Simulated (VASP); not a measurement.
Consider the following.

```
Ni2Si
1.0
    3.94077     0.00000     0.00000
   -1.97038     3.41281     0.00000
    0.00000     0.00000     5.00274
Si Ni
2 4
Direct
  0.66667   0.33333   0.25000
  0.33333   0.66667   0.75000
  0.33333   0.66667   0.25000
  0.66667   0.33333   0.75000
  0.00000   0.00000   0.50000
  0.00000   0.00000   0.00000
```

Calculation: PBEsol GGA, VASP's PBE PAW potentials (set 64) (plane waves; VASP). Settings: 300 eV cut-off, 10×10×7 Γ-centred mesh, Gaussian smearing of 0.14 eV, potentials Si Ni.

At this cut-off the stress carries a Pulay error, which pulls relaxed volumes low. Energy and stress use the plane-wave basis of the starting cell.

### Question
The ions, cell shape and volume are relaxed. What does this cell relax into?

### Answer

```
Ni2Si
1.0
    3.87183     0.00000     0.00000
   -1.93592     3.35311     0.00000
    0.00000     0.00000     4.91305
Si Ni
2 4
Direct
  0.66667   0.33333   0.25000
  0.33333   0.66667   0.75000
  0.33333   0.66667   0.25000
  0.66667   0.33333   0.75000
  0.00000   0.00000   0.50000
  0.00000   0.00000   0.00000
```
Space group P6_3/mmc (194), at a tolerance of 0.03 Å.

### Question
How do energy and volume change from the first to the last step?

### Answer
The energy (σ→0) changes by -21.5 meV/atom and the volume by -5.2 %, in 7 ionic steps.

```csv
step,E(σ→0) (eV),max force (eV/Å),pressure (GPa),volume (Å³)
1,-39.4522,0.000,-10.95,67.28
2,-39.4123,0.000,15.49,60.09
3,-39.5805,0.000,-0.34,63.80
4,-39.5805,0.000,-0.01,63.72
5,-39.5809,0.000,0.11,63.69
6,-39.5810,0.000,0.17,63.69
7,-39.5809,0.000,0.03,63.78
```

The structure comes from a computed database's SiNi2 entry; how it stands against other phases isn't given here. This run relaxes it. Symmetry was kept, so distortions that lower it aren't found. The run is one of a series of settings (EDIFFG = -0.01, IBRION = 2, ISIF = 3, NSW = 50 against the base run), some of them coarse on purpose. The run is not spin-polarised, so no magnetic state was tried.
